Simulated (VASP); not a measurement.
# TiNCl with r2SCAN: from relaxation to properties, part 4 of 7

Aim: relax TiNCl with r2SCAN, compute its properties on that cell and hold them against experiment. Left out of this account: 1 further run (core levels: core levels are not valid at this level). The start is a cell from a database of measured crystal structures.

VASP 6.6.1; r2SCAN; plane waves and PAW (Ti_sv, N, Cl).

So far, gap on the k-mesh (eV): step 2 (relaxing cell and atoms (r2SCAN)) 0.913; step 3 (second relaxation) 0.918; step 4 (single point with fields (r2SCAN)) 0.918.

## 5. Bands along the symmetry lines (r2SCAN)

The mesh alone shows little of the dispersion and can miss band extrema, so KPOINTS_OPT adds a path through the symmetry points after the self-consistent cycle.

INCAR reads:

```
SYSTEM = TiNCl
PREC = Accurate
ENCUT = 520
EDIFF = 1E-06
NELM = 100
ISMEAR = 0
SIGMA = 0.05
LREAL = .FALSE.
ALGO = Normal
METAGGA = R2SCAN
LASPH = .TRUE.
NBANDS = 40
LORBIT = 11
LWAVE = .FALSE.
LCHARG = .FALSE.
KPAR = 4
```

POSCAR reads:

```
TiNCl
1.0
    3.2650128465      0.0000000000      0.0000000000
    0.0000000000      3.9349764887      0.0000000000
    0.0000000000      0.0000000000      8.0390175310
Ti N Cl
2 2 2
Direct
    0.0000000000      0.5000000000      0.0966246197
    0.5000000000      0.0000000000      0.9033753803
    0.5000000000      0.5000000000      0.9537411180
    0.0000000000      0.0000000000      0.0462588820
    0.5000000000      0.5000000000      0.3243572331
    0.0000000000      0.0000000000      0.6756427669
```

KPOINTS reads:

```
Automatic mesh
0
Gamma
7 6 3
0 0 0
```

KPOINTS_OPT reads:

```
Line mode
16
Line-mode
Reciprocal
  0.00000000   0.00000000   0.00000000 GAMMA
  0.50000000   0.00000000   0.00000000 X

  0.50000000   0.00000000   0.00000000 X
  0.50000000   0.50000000   0.00000000 S

  0.50000000   0.50000000   0.00000000 S
  0.00000000   0.50000000   0.00000000 Y

  0.00000000   0.50000000   0.00000000 Y
  0.00000000   0.00000000   0.00000000 GAMMA

  0.00000000   0.00000000   0.00000000 GAMMA
  0.00000000   0.00000000   0.50000000 Z

  0.00000000   0.00000000   0.50000000 Z
  0.50000000   0.00000000   0.50000000 U

  0.50000000   0.00000000   0.50000000 U
  0.50000000   0.50000000   0.50000000 R

  0.50000000   0.50000000   0.50000000 R
  0.00000000   0.50000000   0.50000000 T

  0.00000000   0.50000000   0.50000000 T
  0.00000000   0.00000000   0.50000000 Z

  0.00000000   0.50000000   0.00000000 Y
  0.00000000   0.50000000   0.50000000 T

  0.50000000   0.00000000   0.50000000 U
  0.50000000   0.00000000   0.00000000 X

  0.50000000   0.50000000   0.00000000 S
  0.50000000   0.50000000   0.50000000 R
```

PAW data sets: Ti_sv, N and Cl (PBE family, release 64).

Started as:

```console
$ mpirun -np 4 vasp_std
```

The program printed:

```text
[... set-up lines as in an earlier step ...]
 entering main loop
       N       E                     dE             d eps       ncg     rms          rms(c)
DAV:   1     0.566212409043E+03    0.56621E+03   -0.22343E+04  2560   0.129E+03
DAV:   2    -0.687294904186E+01   -0.57309E+03   -0.53114E+03  2608   0.407E+02
DAV:   3    -0.866364484136E+02   -0.79763E+02   -0.77696E+02  3640   0.145E+02
DAV:   4    -0.941064179180E+02   -0.74700E+01   -0.74076E+01  4064   0.391E+01
DAV:   5    -0.944503774224E+02   -0.34396E+00   -0.34390E+00  3480   0.670E+00    0.291E+01
DAV:   6    -0.669876881540E+02    0.27463E+02   -0.30542E+01  3104   0.636E+01    0.919E+00
DAV:   7    -0.673645685521E+02   -0.37688E+00   -0.57756E+00  3000   0.208E+01    0.782E+00
DAV:   8    -0.672014440189E+02    0.16312E+00   -0.53845E-01  3552   0.749E+00    0.318E+00
DAV:   9    -0.672772958735E+02   -0.75852E-01   -0.25609E-01  3168   0.295E+00    0.187E+00
DAV:  10    -0.672476990372E+02    0.29597E-01   -0.42393E-02  3008   0.228E+00    0.514E-01
DAV:  11    -0.672474512491E+02    0.24779E-03   -0.65896E-03  3344   0.517E-01    0.229E-01
DAV:  12    -0.672473963448E+02    0.54904E-04   -0.46763E-04  3320   0.164E-01    0.930E-02
DAV:  13    -0.672474582668E+02   -0.61922E-04   -0.20159E-04  3312   0.832E-02    0.291E-02
DAV:  14    -0.672474694835E+02   -0.11217E-04   -0.32184E-05  3208   0.424E-02    0.142E-02
DAV:  15    -0.672474706813E+02   -0.11977E-05   -0.92018E-06  2936   0.201E-02    0.958E-03
DAV:  16    -0.672474701797E+02    0.50158E-06   -0.45141E-07  1976   0.464E-03
   1 F= -.67247470E+02 E0= -.67247470E+02  d E =-.351636E-29
 Start KPOINTS_OPT (optional k-point list driver)
k-point batch [1-32\192]
       N       E                     dE             ncg
DAV:   1    -0.229574100796E+04   -0.43200E+05     2560
DAV:   2    -0.197160033148E+05   -0.17420E+05     2640
DAV:   3    -0.219791798592E+05   -0.22632E+04     3504
DAV:   4    -0.222134298973E+05   -0.23425E+03     3976
DAV:   5    -0.222247891106E+05   -0.11359E+02     3288
DAV:   6    -0.222249513492E+05   -0.16224E+00     3552
DAV:   7    -0.222249561790E+05   -0.48298E-02     3352
DAV:   8    -0.222249562393E+05   -0.60285E-04     3560
DAV:   9    -0.222249562401E+05   -0.82757E-06     1976
[...]
k-point batch [161-192\192]
       N       E                     dE             ncg
DAV:   1    -0.243080373032E+04   -0.59007E+05     2560
DAV:   2    -0.197904499072E+05   -0.17360E+05     2640
DAV:   3    -0.220705086873E+05   -0.22801E+04     3536
DAV:   4    -0.223119998985E+05   -0.24149E+03     3928
DAV:   5    -0.223239320747E+05   -0.11932E+02     3376
DAV:   6    -0.223241073957E+05   -0.17532E+00     3488
DAV:   7    -0.223241120276E+05   -0.46319E-02     3384
DAV:   8    -0.223241120932E+05   -0.65568E-04     3576
DAV:   9    -0.223241120939E+05   -0.75333E-06     1984
```

Run time: 13 min. Hardware: 4 MPI ranks of AMD EPYC 7R43, shared host; peak memory 1.2 GiB.

OUTCAR, selected parts (step 5):

```text
   k-points           NKPTS =     32   k-points in BZ     NKDIM =     32   number of bands    NBANDS=     40

   NELECT =      48.0000    total number of electrons

 E-fermi :   3.6555

 k-point     1 :       0.0000    0.0000    0.0000
  band No.  band energies     occupation
    ...
     20       0.8979      2.00000
     21       1.2877      2.00000
     22       1.3775      2.00000
     23       2.3260      2.00000
     24       3.2667      2.00000
     25       4.1847      0.00000
     26       5.2740      0.00000
     27       5.7476      0.00000
     28       5.9231      0.00000
     29       5.9354      0.00000
    ...

  Total       -0.0256725      0.0286223      0.0191305      0.0000000      0.0000000      0.0000000
  in kB       -0.3982441      0.4440016      0.2967615      0.0000000      0.0000000      0.0000000
  external PRESSURE =       0.1141730 kB  Pullay stress =       0.0000000 kB

 POSITION                                       TOTAL-FORCE (eV/Angst)
 -----------------------------------------------------------------------------------
      0.00000      1.96749      0.77677         0.000000      0.000000     -0.005959
      1.63251      0.00000      7.26225         0.000000      0.000000      0.005959
      1.63251      1.96749      7.66714         0.000000      0.000000     -0.010009
      0.00000      0.00000      0.37188         0.000000      0.000000      0.010009
      1.63251      1.96749      2.60751         0.000000      0.000000     -0.005759
      0.00000      0.00000      5.43150         0.000000      0.000000      0.005759
 -----------------------------------------------------------------------------------
    total drift:                                0.000000     -0.000000      0.000000

  FREE ENERGIE OF THE ION-ELECTRON SYSTEM (eV)
  ---------------------------------------------------
  free  energy   TOTEN  =       -67.2474701797 eV

  energy  without entropy=      -67.2474701797  energy(sigma->0) =      -67.24747018

[... 8 parts as in an earlier step ...]

[... 8 further parts left out ...]
```

This step gave:

| Quantity | Value |
| --- | --- |
| SCF cycles | 16 |
| bands | 40 |
| Fermi energy | 3.655 eV |
| pressure | 0.01142 GPa |
| least gap on mesh and path | 0.9177 eV |
| least direct gap on mesh and path | 0.9180 eV |

The electronic bands at the labelled points (eV, zero at the valence-band top; v1 is the highest filled band, c1 the lowest empty one):

| point | v4 | v3 | v2 | v1 | c1 | c2 | c3 | c4 |
| --- | --- | --- | --- | --- | --- | --- | --- | --- |
| Γ | -1.98 | -1.89 | -0.94 | 0.00 | 0.92 | 2.01 | 2.48 | 2.66 |
| 0.53 of the way | -2.26 | -1.69 | -1.54 | -1.48 | 2.13 | 2.36 | 2.41 | 2.53 |
| X | -1.80 | -1.80 | -1.30 | -1.30 | 2.25 | 2.25 | 2.47 | 2.47 |
| 0.53 of the way | -2.18 | -2.18 | -1.34 | -1.34 | 1.95 | 1.95 | 2.29 | 2.29 |
| S | -2.36 | -2.36 | -2.29 | -2.29 | 2.23 | 2.23 | 2.41 | 2.41 |
| 0.47 of the way | -2.30 | -2.30 | -2.03 | -2.03 | 1.89 | 1.89 | 2.41 | 2.41 |
| Y | -2.19 | -2.19 | -1.77 | -1.77 | 1.76 | 1.76 | 2.56 | 2.56 |
| 0.47 of the way | -1.95 | -1.92 | -1.71 | -1.47 | 1.88 | 2.01 | 2.04 | 2.51 |
| Γ | -1.98 | -1.89 | -0.94 | 0.00 | 0.92 | 2.01 | 2.48 | 2.66 |
| 0.47 of the way | -2.05 | -1.93 | -0.98 | 0.00 | 0.92 | 2.01 | 2.45 | 2.66 |
| Z | -2.30 | -1.86 | -1.03 | 0.00 | 0.92 | 2.00 | 2.41 | 2.65 |
| 0.47 of the way | -2.12 | -1.84 | -1.48 | -1.38 | 1.97 | 2.38 | 2.41 | 2.58 |
| U | -1.80 | -1.80 | -1.32 | -1.32 | 2.21 | 2.21 | 2.46 | 2.46 |
| 0.47 of the way | -2.10 | -2.10 | -1.19 | -1.19 | 1.90 | 1.90 | 2.27 | 2.27 |
| R | -2.40 | -2.40 | -2.17 | -2.17 | 2.25 | 2.25 | 2.38 | 2.38 |
| 0.47 of the way | -2.59 | -2.59 | -1.85 | -1.85 | 1.88 | 1.88 | 2.53 | 2.53 |
| T | -1.77 | -1.77 | -1.68 | -1.68 | 1.76 | 1.76 | 2.55 | 2.55 |
| 0.53 of the way | -1.88 | -1.85 | -1.48 | -1.36 | 1.71 | 2.07 | 2.17 | 2.32 |
| Z | -2.30 | -1.86 | -1.03 | 0.00 | 0.92 | 2.00 | 2.41 | 2.65 |
| jump to Y | -2.19 | -2.19 | -1.77 | -1.77 | 1.76 | 1.76 | 2.56 | 2.56 |
| 0.47 of the way | -1.91 | -1.91 | -1.77 | -1.77 | 1.76 | 1.76 | 2.55 | 2.55 |
| T | -1.77 | -1.77 | -1.68 | -1.68 | 1.76 | 1.76 | 2.55 | 2.55 |
| jump to U | -1.80 | -1.80 | -1.32 | -1.32 | 2.21 | 2.21 | 2.46 | 2.46 |
| 0.47 of the way | -1.80 | -1.80 | -1.31 | -1.31 | 2.22 | 2.22 | 2.46 | 2.46 |
| X | -1.80 | -1.80 | -1.30 | -1.30 | 2.25 | 2.25 | 2.47 | 2.47 |
| jump to S | -2.36 | -2.36 | -2.29 | -2.29 | 2.23 | 2.23 | 2.41 | 2.41 |

Of the projections kept (Ti, N, Cl), the largest for each band there; the rest of the weight can lie on other orbitals:

| point | v4 | v3 | v2 | v1 | c1 | c2 | c3 | c4 |
| --- | --- | --- | --- | --- | --- | --- | --- | --- |
| Γ | Cl 0.85 | Cl 0.65 | Cl 0.54 | N 0.83 | Ti 1.00 | Ti 0.98 | Ti 0.87 | Ti 1.00 |
| X | Cl 0.88 | Cl 0.88 | N 0.78 | N 0.78 | Ti 0.96 | Ti 0.96 | Ti 0.95 | Ti 0.95 |
| S | N 0.58 | N 0.58 | Cl 0.69 | Cl 0.69 | Ti 0.95 | Ti 0.95 | Ti 0.89 | Ti 0.89 |
| Y | Cl 0.48 | Cl 0.48 | Cl 0.80 | Cl 0.80 | Ti 0.94 | Ti 0.94 | Ti 0.94 | Ti 0.94 |
| Γ | Cl 0.85 | Cl 0.65 | Cl 0.54 | N 0.83 | Ti 1.00 | Ti 0.98 | Ti 0.87 | Ti 1.00 |
| Z | Cl 0.94 | Cl 0.85 | Cl 0.51 | N 0.83 | Ti 1.00 | Ti 0.98 | Ti 0.89 | Ti 0.75 |

The path finds the gap of the mesh within 0.02 eV, so the mesh comes close to both band edges.

## 6. Total and projected DOS (r2SCAN)

A density of states needs more k-points than a total energy; ISMEAR = -5 takes tetrahedra, and LORBIT projects the states on the PAW spheres. The mesh is finer than in the run before.

Edit INCAR of step 5 so:

```diff
@@ -5,3 +5,3 @@
 NELM = 100
-ISMEAR = 0
+ISMEAR = -5
 SIGMA = 0.05
@@ -16 +16,2 @@
 KPAR = 4
+NEDOS = 2001
```

POSCAR is that of step 5.

KPOINTS reads:

```
Automatic mesh
0
Gamma
10 8 4
0 0 0
```

Started as:

```console
$ mpirun -np 4 vasp_std
```

The program printed:

```text
[... set-up lines as in an earlier step ...]
 entering main loop
       N       E                     dE             d eps       ncg     rms          rms(c)
DAV:   1     0.567894399475E+03    0.56789E+03   -0.22459E+04  7200   0.129E+03
DAV:   2    -0.652127377699E+01   -0.57442E+03   -0.53169E+03  7328   0.406E+02
DAV:   3    -0.865503144037E+02   -0.80029E+02   -0.77864E+02 10216   0.145E+02
DAV:   4    -0.941126346192E+02   -0.75623E+01   -0.75004E+01 11424   0.391E+01
DAV:   5    -0.944500041927E+02   -0.33737E+00   -0.33730E+00  9728   0.669E+00    0.291E+01
DAV:   6    -0.669920899565E+02    0.27458E+02   -0.30552E+01  8728   0.636E+01    0.917E+00
DAV:   7    -0.673613647367E+02   -0.36927E+00   -0.57711E+00  8472   0.208E+01    0.780E+00
DAV:   8    -0.672028379546E+02    0.15853E+00   -0.52752E-01  9888   0.738E+00    0.319E+00
DAV:   9    -0.672780133389E+02   -0.75175E-01   -0.25839E-01  9136   0.295E+00    0.184E+00
DAV:  10    -0.672497591909E+02    0.28254E-01   -0.40842E-02  8496   0.221E+00    0.534E-01
DAV:  11    -0.672493319540E+02    0.42724E-03   -0.67171E-03  9400   0.535E-01    0.228E-01
DAV:  12    -0.672492601684E+02    0.71786E-04   -0.47255E-04  9424   0.168E-01    0.920E-02
DAV:  13    -0.672493142642E+02   -0.54096E-04   -0.18167E-04  9368   0.795E-02    0.314E-02
DAV:  14    -0.672493282258E+02   -0.13962E-04   -0.33847E-05  8944   0.458E-02    0.137E-02
DAV:  15    -0.672493294013E+02   -0.11755E-05   -0.88767E-06  8352   0.201E-02    0.907E-03
DAV:  16    -0.672493290149E+02    0.38647E-06   -0.40832E-07  5464   0.426E-03
   1 F= -.67249329E+02 E0= -.67249329E+02  d E =0.000000E+00
```

Elapsed: 7.3 min, on 4 MPI ranks; peak memory 1.6 GiB; 29 min of CPU time.

From OUTCAR (step 6):

```text
   k-points           NKPTS =     90   k-points in BZ     NKDIM =     90   number of bands    NBANDS=     40

   NELECT =      48.0000    total number of electrons

 E-fermi :   3.2858

 k-point     1 :       0.0000    0.0000    0.0000
  band No.  band energies     occupation
    ...
     20       0.8980      2.00000
     21       1.2876      2.00000
     22       1.3773      2.00000
     23       2.3253      2.00000
     24       3.2650      2.00000
     25       4.1852      0.00000
     26       5.2747      0.00000
     27       5.7481      0.00000
     28       5.9239      0.00000
     29       5.9354      0.00000
    ...

  Total       -0.0278422      0.0118249      0.0143539      0.0000000      0.0000000      0.0000000
  in kB       -0.4319009      0.1834339      0.2226648      0.0000000      0.0000000      0.0000000
  external PRESSURE =      -0.0086007 kB  Pullay stress =       0.0000000 kB

 POSITION                                       TOTAL-FORCE (eV/Angst)
 -----------------------------------------------------------------------------------
      0.00000      1.96749      0.77677         0.000000      0.000000     -0.008461
      1.63251      0.00000      7.26225         0.000000      0.000000      0.008461
      1.63251      1.96749      7.66714         0.000000      0.000000     -0.009423
      0.00000      0.00000      0.37188         0.000000      0.000000      0.009423
      1.63251      1.96749      2.60751         0.000000      0.000000     -0.005736
      0.00000      0.00000      5.43150         0.000000      0.000000      0.005736
 -----------------------------------------------------------------------------------
    total drift:                                0.000000     -0.000000      0.000000

  FREE ENERGIE OF THE ION-ELECTRON SYSTEM (eV)
  ---------------------------------------------------
  free  energy   TOTEN  =       -67.2493290149 eV

  energy  without entropy=      -67.2493290149  energy(sigma->0) =      -67.24932901

[... 8 parts as in an earlier step ...]

[... 8 further parts left out ...]
```

This step gave:

```yaml
irreducible_k_points: 90
free_energy_toten: -67.2493 eV
fermi_energy: 3.286 eV
pressure: -8.60e-4 GPa
gap_on_the_k_mesh: 0.9202 eV
least_direct_gap_on_the_k_mesh: 0.9202 eV
```

The density of states has structure finer than the step of the table below, so its rows give means over 0.5 eV, whole bins alone (the curve runs from -12.0 to 3.94 eV). Peaks (eV: height): total -4.53: 11.4, -4.38: 10.5, 2.36: 11.6, 2.60: 10.4; Ti d 1.80: 6.08, 2.36: 9.27, 2.60: 8.40, 3.23: 3.75; Cl p -4.38: 3.05, -3.03: 2.59, -2.32: 3.86, -1.92: 3.74; N p -5.25: 1.33, -4.53: 3.12, -4.14: 2.02, -1.21: 2.06; Ti p -4.53: 0.668, -4.38: 0.312, -1.92: 0.176, 2.36: 0.0993.

States under -12.0 eV and over 3.9 eV are left out. Density of states against energy, zero at the valence-band top; means over each step; values in states/eV/cell:

| energy (eV) | total | Ti d | Cl p | N p | Ti p | Ti s | N s |
| --- | --- | --- | --- | --- | --- | --- | --- |
| -6.5 | 0 | 0 | 0 | 0 | 0 | 0 | 0 |
| -6.0 | 0.00174 | 2.3e-4 | 1.0e-4 | 5.6e-4 | 3.1e-5 | 1.8e-4 | 0 |
| -5.5 | 1.77 | 0.272 | 0.125 | 0.555 | 0.0330 | 0.145 | 0.00524 |
| -5.0 | 2.97 | 0.430 | 0.419 | 0.783 | 0.0638 | 0.180 | 0.0137 |
| -4.5 | 7.33 | 1.18 | 1.64 | 1.56 | 0.279 | 0.0825 | 0.0212 |
| -4.0 | 7.06 | 1.37 | 1.77 | 1.43 | 0.186 | 0.0511 | 0.0143 |
| -3.5 | 5.35 | 0.975 | 1.77 | 0.849 | 0.0836 | 0.0451 | 0.00963 |
| -3.0 | 5.04 | 0.655 | 2.07 | 0.609 | 0.0701 | 0.0376 | 0.0159 |
| -2.5 | 5.78 | 0.520 | 2.49 | 0.803 | 0.104 | 0.0230 | 0.0126 |
| -2.0 | 6.64 | 0.548 | 2.84 | 1.12 | 0.120 | 0.0190 | 0.0152 |
| -1.5 | 4.37 | 0.501 | 0.959 | 1.53 | 0.108 | 0.0362 | 0.0133 |
| -1.0 | 1.39 | 0.169 | 0.134 | 0.641 | 0.0525 | 0.0127 | 0.00437 |
| -0.5 | 0.260 | 0.0379 | 0.00513 | 0.141 | 0.0136 | 0.00112 | 0.00131 |
| 0.0 | 0.0320 | 0.00384 | 1.5e-4 | 0.0188 | 0.00180 | 7.5e-5 | 9.0e-5 |
| 0.5 | 0 | 0 | 0 | 0 | 0 | 0 | 0 |
| 1.0 | 0.125 | 0.0965 | 0.00154 | 0.00678 | 5.3e-4 | 5.7e-5 | 5.7e-5 |
| 1.5 | 1.21 | 0.896 | 0.0449 | 0.0751 | 0.00709 | 0.00295 | 0.00230 |
| 2.0 | 7.23 | 5.67 | 0.232 | 0.272 | 0.0372 | 0.0273 | 0.0127 |
| 2.5 | 9.30 | 7.38 | 0.313 | 0.435 | 0.0562 | 0.0357 | 0.00695 |
| 3.0 | 3.76 | 2.78 | 0.0804 | 0.343 | 0.0401 | 0.0691 | 0.00895 |
| 3.5 | 2.37 | 1.65 | 0.0467 | 0.303 | 0.0108 | 0.0805 | 0.00335 |

The gap on this mesh is 0.92 eV. In the top eV of the valence band the largest shares in the PAW spheres are N p 52 % and Ti d 15 %. The rest lies in smaller channels or between the spheres.

(Part 4 of 7 ends here.)

[Lines on the potential files, build, host, timing and source positions are cut from VASP's logs without a mark.]

[Logs are printed without paths, hosts, clocks, repeated set-up lines and the standing remarks that a program may print on its own settings, such as how far it seeks lower states.]

[Hosts, paths, dates, database ids (printed as entryN), source tags and the programs' standing remarks are cut or masked in the printed files.]

[A measured line is paired with the nearest computed mode of its activity, which favours agreement.]
